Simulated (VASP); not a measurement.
# PbO2: which input changes matter, part 3 of 3

Which changes to a sound input spoil a run on PbO2, which are harmless, and which give a warning? All runs use r2SCAN. The start is a computed cell from the Materials Project.

VASP 6.6.1, plane waves and PAW; the level of theory is named at each step.

So far. Step 2 (Reference run): The pressure is -5.74 GPa and the largest force 0.000 eV/Å, so the cell is not at a minimum at these settings.

## Step 7: Full relaxation (r2SCAN) with a changed input, try 2

Level of this step: r2SCAN; plane waves and PAW (Pb_d, O) (VASP).

This run is made with a changed input; what comes of it follows.

Input file INCAR:

```
SYSTEM = PbO2
PREC = Accurate
ENCUT = 520
EDIFF = 1E-06
NELM = 98
ISMEAR = -1
SIGMA = 0.05
LREAL = .FALSE.
ALGO = Normal
METAGGA = R2SCAN
LASPH = .TRUE.
NBANDS = 19
LORBIT = 11
LWAVE = .FALSE.
LCHARG = .FALSE.
KPAR = 4
IBRION = 1
NSW = 30
ISIF = 3
EDIFFG = -0.01
POTIM = 3
```

Input file POSCAR:

```
PbO2
1.0
    0.0000000000      2.7019920000      2.7019920000
    2.7019920000      0.0000000000      2.7019920000
    2.7019920000      2.7019920000      0.0000000000
Pb O
1 2
Direct
    0.0000000000      0.0000000000      0.0000000000
    0.2500000000      0.2500000000      0.2500000000
    0.7500000000      0.7500000000      0.7500000000
```

Input file KPOINTS:

```
Automatic mesh
0
Gamma
9 9 9
0 0 0
```

The projector-augmented-wave data sets are Pb_d and O (PBE family, release 64).

Command:

```sh
$ mpirun -np 4 vasp_std
```

What it wrote:

```text
[... set-up lines as in an earlier step ...]
 entering main loop
       N       E                     dE             d eps       ncg     rms          rms(c)
DAV:   1     0.202327423228E+03    0.20233E+03   -0.14181E+04  1360   0.168E+03
DAV:   2    -0.575868042011E+02   -0.25991E+03   -0.25020E+03  1442   0.440E+02
DAV:   3    -0.806318123608E+02   -0.23045E+02   -0.22504E+02  1598   0.136E+02
DAV:   4    -0.812963811111E+02   -0.66457E+00   -0.66384E+00  1525   0.233E+01
DAV:   5    -0.813159805288E+02   -0.19599E-01   -0.19598E-01  1722   0.410E+00    0.853E+00
DAV:   6    -0.706004425614E+02    0.10716E+02   -0.79868E+00  1687   0.568E+01    0.259E+00
DAV:   7    -0.707272187680E+02   -0.12678E+00   -0.68263E-01  1426   0.773E+00    0.180E+00
DAV:   8    -0.707568927531E+02   -0.29674E-01   -0.94731E-02  1793   0.586E+00    0.400E-01
DAV:   9    -0.707536952627E+02    0.31975E-02   -0.25971E-02  1829   0.258E+00    0.103E-01
DAV:  10    -0.707539911128E+02   -0.29585E-03   -0.27267E-03  1480   0.696E-01    0.902E-02
DAV:  11    -0.707540534541E+02   -0.62341E-04   -0.64591E-04  1760   0.332E-01    0.284E-02
DAV:  12    -0.707540348084E+02    0.18646E-04   -0.91671E-05  1529   0.121E-01    0.458E-03
DAV:  13    -0.707540366223E+02   -0.18140E-05   -0.47179E-06  1510   0.259E-02    0.438E-03
DAV:  14    -0.707540359674E+02    0.65498E-06   -0.96919E-07   764   0.107E-02
   1 F= -.70754036E+02 E0= -.70751038E+02  d E =-.707540E+02
 BRION: g(F)=  0.569E-47 g(S)=  0.579E+00
 bond charge predicted
       N       E                     dE             d eps       ncg     rms          rms(c)
DAV:   1    -0.106840177071E+03   -0.36086E+02   -0.90203E+02  1724   0.462E+02    0.408E+01
DAV:   2    -0.704032929499E+02    0.36437E+02   -0.74503E+01  1877   0.223E+02    0.145E+01
DAV:   3    -0.661283455236E+02    0.42749E+01   -0.13673E+01  1712   0.102E+02    0.271E+00
DAV:   4    -0.662105254826E+02   -0.82180E-01   -0.15116E+00  2051   0.260E+01    0.918E-01
DAV:   5    -0.662599527391E+02   -0.49427E-01   -0.11292E-01  1772   0.433E+00    0.576E-01
DAV:   6    -0.662790275076E+02   -0.19075E-01   -0.19652E-02  1471   0.121E+00    0.205E-01
DAV:   7    -0.662798216244E+02   -0.79412E-03   -0.32232E-03  1705   0.531E-01    0.749E-02
DAV:   8    -0.662796236164E+02    0.19801E-03   -0.37622E-04  1476   0.517E-01    0.188E-02
DAV:   9    -0.662796169281E+02    0.66883E-05   -0.53874E-05  1700   0.132E-01    0.539E-03
DAV:  10    -0.662796178611E+02   -0.93307E-06   -0.39503E-06  1292   0.352E-02
   2 F= -.66279618E+02 E0= -.66279618E+02  d E =0.447442E+01
[...]
3 F= -.70777661E+02 E0= -.70774741E+02  d E =-.449804E+01
[...]
4 F= -.70781764E+02 E0= -.70778955E+02  d E =-.410296E-02
 BRION: g(F)=  0.605E-45 g(S)=  0.184E-01 retain N=  1 mean eig= 0.10
 eig:   0.096
 bond charge predicted
       N       E                     dE             d eps       ncg     rms          rms(c)
DAV:   1    -0.707922571633E+02   -0.10494E-01   -0.30713E-01  1697   0.101E+01    0.615E-01
DAV:   2    -0.707839892877E+02    0.82679E-02   -0.20842E-02  1727   0.230E+00    0.199E-01
DAV:   3    -0.707826543444E+02    0.13349E-02   -0.34863E-03  1694   0.154E+00    0.452E-02
DAV:   4    -0.707826222448E+02    0.32100E-04   -0.46512E-04  2017   0.391E-01    0.127E-02
DAV:   5    -0.707826324681E+02   -0.10223E-04   -0.37696E-05  1342   0.479E-02    0.427E-03
DAV:   6    -0.707826313666E+02    0.11015E-05   -0.42234E-06  1633   0.566E-02    0.255E-03
DAV:   7    -0.707826300017E+02    0.13649E-05   -0.69519E-07   872   0.860E-03    0.501E-04
DAV:   8    -0.707826300330E+02   -0.31283E-07   -0.63394E-08   671   0.420E-03
   5 F= -.70782630E+02 E0= -.70779949E+02  d E =-.866492E-03
 BRION: g(F)=  0.629E-45 g(S)=  0.340E-05 retain N=  1 mean eig= 0.09
 eig:   0.095
 reached required accuracy - stopping structural energy minimisation
```

Wall time 91 s (4 MPI ranks of AMD EPYC 9R45, shared host); peak memory 0.66 GiB.

From OUTCAR (step 7):

```text
   NELECT =      26.0000    total number of electrons

 E-fermi :   5.8233

 k-point     1 :       0.0000    0.0000    0.0000
  band No.  band energies     occupation
    ...
     10       3.7057      2.00000
     11       3.7057      2.00000
     12       4.4917      2.00000
     13       4.4917      2.00000
     14       4.4917      2.00000
     15      13.5589      0.00000
     16      13.5589      0.00000
     17      13.5589      0.00000
     18      17.9823      0.00000
     19      22.5300      0.00000

  Total        0.0034292      0.0034292      0.0034292      0.0000000      0.0000000      0.0000000
  in kB        0.1449571      0.1449571      0.1449571      0.0000000      0.0000000      0.0000000
  external PRESSURE =       0.1449571 kB  Pullay stress =       0.0000000 kB

 POSITION                                       TOTAL-FORCE (eV/Angst)
 -----------------------------------------------------------------------------------
     -0.00000     -0.00000     -0.00000         0.000000     -0.000000      0.000000
      1.33306      1.33306      1.33306         0.000000      0.000000      0.000000
      3.99917      3.99917      3.99917        -0.000000     -0.000000     -0.000000
 -----------------------------------------------------------------------------------
    total drift:                                0.000000      0.000000      0.000000

  FREE ENERGIE OF THE ION-ELECTRON SYSTEM (eV)
  ---------------------------------------------------
  free  energy   TOTEN  =       -70.7826300330 eV

  energy  without entropy=      -70.7772675027  energy(sigma->0) =      -70.77994877

[... 8 parts as in an earlier step ...]

[... 10 further parts left out ...]
```

The run converged. In volume (within 0.3 %) and energy (within 2 meV an atom) it ends like the sound relaxation.

Settings moved from the usual: NELM = 98, NSW = 30, POTIM = 3.0 and IBRION = 1.

## Step 8: A single point (r2SCAN) with a changed input, try 2

A single point gives energy, forces and stress at these settings. Some settings are moved from the usual, to see what they do.

INCAR, as its differences from that of step 7:

```diff
@@ -4,3 +4,3 @@
 EDIFF = 1E-06
-NELM = 98
+NELM = 100
 ISMEAR = -1
@@ -16,6 +16,3 @@
 KPAR = 4
-IBRION = 1
-NSW = 30
-ISIF = 3
-EDIFFG = -0.01
-POTIM = 3
+ISIF = 2
+NELECT = 25
```

POSCAR is that of step 7.

KPOINTS is that of step 7.

Command:

```sh
$ mpirun -np 4 vasp_std
```

What it wrote:

```text
[... set-up lines as in an earlier step ...]
 entering main loop
       N       E                     dE             d eps       ncg     rms          rms(c)
DAV:   1     0.181497685257E+03    0.18150E+03   -0.13182E+04  1360   0.156E+03
DAV:   2    -0.622410164343E+02   -0.24374E+03   -0.23477E+03  1442   0.420E+02
DAV:   3    -0.828526651774E+02   -0.20612E+02   -0.20179E+02  1598   0.128E+02
DAV:   4    -0.834715532389E+02   -0.61889E+00   -0.61460E+00  1525   0.221E+01
DAV:   5    -0.834901561999E+02   -0.18603E-01   -0.18597E-01  1722   0.396E+00BRMIX: very serious problems
 the old and the new charge density differ
 old charge density:    26.00000 new   25.00000
BRMIX: very serious problems
 the old and the new charge density differ
 old charge density:    26.00000 new   25.00000
BRMIX: very serious problems
 the old and the new charge density differ
 old charge density:    26.00000 new   25.00000
BRMIX: very serious problems
 the old and the new charge density differ
 old charge density:    26.00000 new   25.00000
    0.491E+00
DAV:   6    -0.752443367083E+02    0.82458E+01   -0.34654E+00  1451   0.440E+01    0.255E+00
DAV:   7    -0.752825616570E+02   -0.38225E-01   -0.55326E-01  1801   0.641E+00    0.148E+00
DAV:   8    -0.753046374731E+02   -0.22076E-01   -0.48208E-02  1992   0.366E+00    0.702E-01
DAV:   9    -0.753118407625E+02   -0.72033E-02   -0.24981E-02  1393   0.160E+00    0.117E-01
DAV:  10    -0.753118416572E+02   -0.89474E-06   -0.19613E-03  1741   0.649E-01    0.744E-02
DAV:  11    -0.753118981773E+02   -0.56520E-04   -0.57752E-04  1429   0.236E-01    0.222E-02
DAV:  12    -0.753118917084E+02    0.64689E-05   -0.26156E-05  1460   0.703E-02    0.133E-02
DAV:  13    -0.753118885530E+02    0.31554E-05   -0.17664E-05  1495   0.364E-02    0.210E-03
DAV:  14    -0.753118883972E+02    0.15572E-06   -0.42837E-07   752   0.584E-03
   1 F= -.75311888E+02 E0= -.75294628E+02  d E =-.345203E-01
```

Wall time 23 s (4 MPI ranks); peak memory 0.62 GiB; 90 s of CPU time.

From OUTCAR (step 8):

```text
NELECT = 25

 ion  position               nearest neighbor table
   1  0.000  0.000  0.000-   3 2.34   3 2.34   3 2.34   2 2.34   2 2.34   2 2.34   3 2.34   2 2.34

 E-fermi :   3.9299

 k-point     1 :       0.0000    0.0000    0.0000
  band No.  band energies     occupation
    ...
     10       2.4975      2.00000
     11       2.8103      2.00000
     12       3.2030      2.00000
     13       3.2030      2.00000
     14       3.2030      2.00000
     15      13.2658      0.00000
     16      13.2658      0.00000
     17      13.2658      0.00000
     18      18.0531      0.00000
     19      22.0617      0.00000

  Total      -13.7436753    -13.7436753    -13.7436753      0.0000000      0.0000000      0.0000000
  in kB     -558.1247677   -558.1247677   -558.1247677      0.0000000      0.0000000      0.0000000
  external PRESSURE =    -558.1247677 kB  Pullay stress =       0.0000000 kB

 POSITION                                       TOTAL-FORCE (eV/Angst)
 -----------------------------------------------------------------------------------
      0.00000      0.00000      0.00000        -0.000000     -0.000000     -0.000000
      1.35100      1.35100      1.35100         0.000000      0.000000      0.000000
      4.05299      4.05299      4.05299        -0.000000     -0.000000     -0.000000
 -----------------------------------------------------------------------------------
    total drift:                                0.000000      0.000000      0.000000

  FREE ENERGIE OF THE ION-ELECTRON SYSTEM (eV)
  ---------------------------------------------------
  free  energy   TOTEN  =       -75.3118883972 eV

  energy  without entropy=      -75.2773681248  energy(sigma->0) =      -75.29462826

[... 7 parts as in an earlier step ...]

[... 9 further parts left out ...]
```

The run converged; its settings lie outside those of the reference runs, so its numbers are set aside.

Settings moved from the usual: NELECT = 25.0.

NELECT differs from the neutral count, so the cell is charged against a uniform background: another system, not a numerical setting.

## Step 9: Relaxing cell and atoms (r2SCAN)

The start need not lie at this functional's minimum. ISIF = 3 frees volume, shape and positions, and EDIFFG sets the threshold on forces and stress at which the search stops.

INCAR, as its differences from that of step 8:

```diff
@@ -16,3 +16,5 @@
 KPAR = 4
-ISIF = 2
-NELECT = 25
+IBRION = 2
+NSW = 60
+ISIF = 3
+EDIFFG = -0.01
```

POSCAR is that of step 8.

KPOINTS is that of step 8.

Command:

```sh
$ mpirun -np 4 vasp_std
```

What it wrote:

```text
[... set-up lines as in an earlier step ...]
 entering main loop
       N       E                     dE             d eps       ncg     rms          rms(c)
[... 14 cycles as in an earlier step ...]
   1 F= -.70754036E+02 E0= -.70751038E+02  d E =-.707540E+02
 curvature:   0.00 expect dE= 0.000E+00 dE for cont linesearch  0.000E+00
 trial: gam= 0.00000 g(F)=  0.948E-48 g(S)=  0.965E-01 ort = 0.000E+00 (trialstep = 0.100E+01)
 search vector abs. value=  0.965E-01
 bond charge predicted
       N       E                     dE             d eps       ncg     rms          rms(c)
DAV:   1    -0.717306906614E+02   -0.97665E+00   -0.28820E+01  1691   0.941E+01    0.614E+00
DAV:   2    -0.708947546995E+02    0.83594E+00   -0.19675E+00  1733   0.230E+01    0.200E+00
DAV:   3    -0.707677803244E+02    0.12697E+00   -0.35728E-01  1680   0.149E+01    0.415E-01
DAV:   4    -0.707658039021E+02    0.19764E-02   -0.40083E-02  2036   0.359E+00    0.126E-01
DAV:   5    -0.707667076491E+02   -0.90375E-03   -0.29877E-03  1558   0.432E-01    0.454E-02
DAV:   6    -0.707667589301E+02   -0.51281E-04   -0.35391E-04  1747   0.480E-01    0.263E-02
DAV:   7    -0.707667380615E+02    0.20869E-04   -0.60056E-05  1414   0.746E-02    0.558E-03
DAV:   8    -0.707667394839E+02   -0.14224E-05   -0.52312E-06  1638   0.587E-02    0.166E-03
DAV:   9    -0.707667394396E+02    0.44357E-07   -0.54330E-07   713   0.760E-03
   2 F= -.70766739E+02 E0= -.70764945E+02  d E =-.127035E-01
 trial-energy change:   -0.012703  1 .order   -0.010241   -0.096504    0.076022
 step:   0.5802(harm=  0.5594)  dis= 0.00000  next Energy=   -70.782514 (dE=-0.285E-01)
 bond charge predicted
       N       E                     dE             d eps       ncg     rms          rms(c)
DAV:   1    -0.709448487086E+02   -0.17811E+00   -0.53941E+00  1706   0.438E+01    0.253E+00
DAV:   2    -0.708062511970E+02    0.13860E+00   -0.36282E-01  1721   0.967E+00    0.822E-01
DAV:   3    -0.707831545748E+02    0.23097E-01   -0.59319E-02  1681   0.655E+00    0.190E-01
DAV:   4    -0.707825204645E+02    0.63411E-03   -0.82688E-03  2011   0.168E+00    0.531E-02
DAV:   5    -0.707826357672E+02   -0.11530E-03   -0.67813E-04  1342   0.205E-01    0.177E-02
DAV:   6    -0.707826311648E+02    0.46024E-05   -0.77806E-05  1748   0.247E-01    0.104E-02
DAV:   7    -0.707826299903E+02    0.11745E-05   -0.13584E-05  1360   0.382E-02    0.205E-03
DAV:   8    -0.707826298731E+02    0.11715E-06   -0.86449E-07   941   0.252E-02
   3 F= -.70782630E+02 E0= -.70779943E+02  d E =-.285939E-01
 curvature:  -0.28 expect dE=-0.264E-06 dE for cont linesearch -0.264E-06
 trial: gam=-0.00312 g(F)=  0.692E-46 g(S)=  0.945E-06 ort = 0.302E-03 (trialstep = 0.916E+00)
 search vector abs. value=  0.109E-09
 reached required accuracy - stopping structural energy minimisation
```

It took 55 s on 4 MPI ranks; peak memory 0.67 GiB; 3.6 min of CPU time.

From OUTCAR (step 9):

```text
   NELECT =      26.0000    total number of electrons

 E-fermi :   5.8197

 k-point     1 :       0.0000    0.0000    0.0000
  band No.  band energies     occupation
    ...
     10       3.7028      2.00000
     11       3.7028      2.00000
     12       4.4889      2.00000
     13       4.4889      2.00000
     14       4.4889      2.00000
     15      13.5548      0.00000
     16      13.5548      0.00000
     17      13.5548      0.00000
     18      17.9774      0.00000
     19      22.5252      0.00000

  Total       -0.0044254     -0.0044254     -0.0044254      0.0000000      0.0000000      0.0000000
  in kB       -0.1870221     -0.1870221     -0.1870221      0.0000000      0.0000000      0.0000000
  external PRESSURE =      -0.1870221 kB  Pullay stress =       0.0000000 kB

 POSITION                                       TOTAL-FORCE (eV/Angst)
 -----------------------------------------------------------------------------------
      0.00000      0.00000      0.00000         0.000000     -0.000000      0.000000
      1.33317      1.33317      1.33317         0.000000      0.000000     -0.000000
      3.99950      3.99950      3.99950        -0.000000     -0.000000      0.000000
 -----------------------------------------------------------------------------------
    total drift:                                0.000000      0.000000      0.000000

  FREE ENERGIE OF THE ION-ELECTRON SYSTEM (eV)
  ---------------------------------------------------
  free  energy   TOTEN  =       -70.7826298731 eV

  energy  without entropy=      -70.7772567820  energy(sigma->0) =      -70.77994333

[... 8 parts as in an earlier step ...]

[... 10 further parts left out ...]
```

CONTCAR:

```
PbO2
   1.00000000000000
     0.0000000000000000    2.6663352000984748    2.6663352000984748
     2.6663352000984748    0.0000000000000000    2.6663352000984748
     2.6663352000984748    2.6663352000984748    0.0000000000000000
  Pb              O
     1     2
Direct
     0.0000000000000000    0.0000000000000000    0.0000000000000000
     0.2500000000000000    0.2500000000000000    0.2500000000000000
     0.7500000000000000    0.7500000000000000    0.7500000000000000
```

The run keeps the 48 symmetry operations of its start, so it cannot find a distortion of lower symmetry.

Step by step:

```tsv
step	energy less that of the first step (eV)	largest force (eV/Å)	pressure (GPa)	volume (Å³)
1	0.0000	0.0000	-5.74	39.45
2	-0.0127	0.0000	4.85	36.82
3	-0.0286	0.0000	-0.02	37.91
```

```tsv
conventional cell, symmetrised	before	after	change
a (Å)	5.404	5.333	-1.3 %
b (Å)	5.404	5.333	-1.3 %
c (Å)	5.404	5.333	-1.3 %
volume (Å³/atom)	13.15	12.64	-3.9 %
```

The relaxed structure:

```xyz
3
Lattice="0.0000 2.6663 2.6663 2.6663 0.0000 2.6663 2.6663 2.6663 0.0000" Properties=species:S:1:pos:R:3 pbc="T T T"
Pb    0.0000    0.0000    0.0000
O     1.3332    1.3332    1.3332
O     3.9995    3.9995    3.9995
```

This step gave:

* bands: 19
* free energy (TOTEN): -70.7826 eV
* energy at zero smearing: -70.7799 eV
* Fermi energy: 5.820 eV
* pressure: -0.01870 GPa
* SCF cycles over all ionic steps: 31

It ends with forces that vanish by symmetry and a pressure of -0.02 GPa.

## Step 10: The runs together

| changed | job | ended | energy (meV/atom) | pressure (GPa) | volume (%) |
| --- | --- | --- | --- | --- | --- |
| KSPACING = 0.5 | single point | converged | -1.84 | -0.38 | - |
| LDAU = True, LDAUTYPE = 2, LDAUL = 2 2 2 2 2, LDAUU = 4 | single point | refused | - | - | - |
| EDIFF = 0.0001, ISYM = 1, ISMEAR = -5, SIGMA = 0.1 | single point | converged, with a warning or advice | +0.03 | -0.05 | - |
| NELMDL = 0, LREAL = On | relaxation | converged, with a warning or advice | - | - | -5.6 |
| POTIM = 3.0, IBRION = 1 | relaxation | converged | - | - | -0.0 |
| NELECT = 25.0 | single point | converged, with a warning or advice | - | - | - |

## Step 11: Outcome

| Property | Result |
| --- | --- |
| KSPACING = 0.5 (single point) | converged, -1.84 meV/atom |
| LDAU = True, LDAUTYPE = 2, LDAUL = 2 2 2 2 2, LDAUU = 4 (single point) | refused |
| EDIFF = 0.0001, ISYM = 1, ISMEAR = -5, SIGMA = 0.1 (single point) | converged, with a warning or advice, +0.03 meV/atom |
| NELMDL = 0, LREAL = On (relaxation) | converged, with a warning or advice, volume -5.6 % |
| POTIM = 3.0, IBRION = 1 (relaxation) | converged, volume -0.0 % |
| NELECT = 25.0 (single point) | converged, with a warning or advice |

What this shows: Changes that show themselves, by a stop, a warning or no convergence: LDAU = True, LDAUTYPE = 2, LDAUL = 2 2 2 2 2, LDAUU = 4; EDIFF = 0.0001, ISYM = 1, ISMEAR = -5, SIGMA = 0.1; NELMDL = 0, LREAL = On; NELECT = 25.0 (where several settings stand together, the step names the one at fault, if it is known). Changes with no effect beyond 1 meV an atom and 0.1 GPa here: EDIFF = 0.0001, ISYM = 1, ISMEAR = -5, SIGMA = 0.1. Differences of single points are from the reference run, and of volumes from the sound relaxation.

[Lines on the potential files, build, host, timing and source positions are cut from VASP's logs without a mark.]

[Logs are printed without paths, hosts, clocks, repeated set-up lines and the standing remarks that a program may print on its own settings, such as how far it seeks lower states.]

[Hosts, paths, dates, database ids (printed as entryN), source tags and the programs' standing remarks are cut or masked in the printed files.]

[A measured line is paired with the nearest computed mode of its activity, which favours agreement.]

[In band tables of VASP the shares of atoms and orbitals are scaled to a sum of 1 inside the atoms' spheres.]
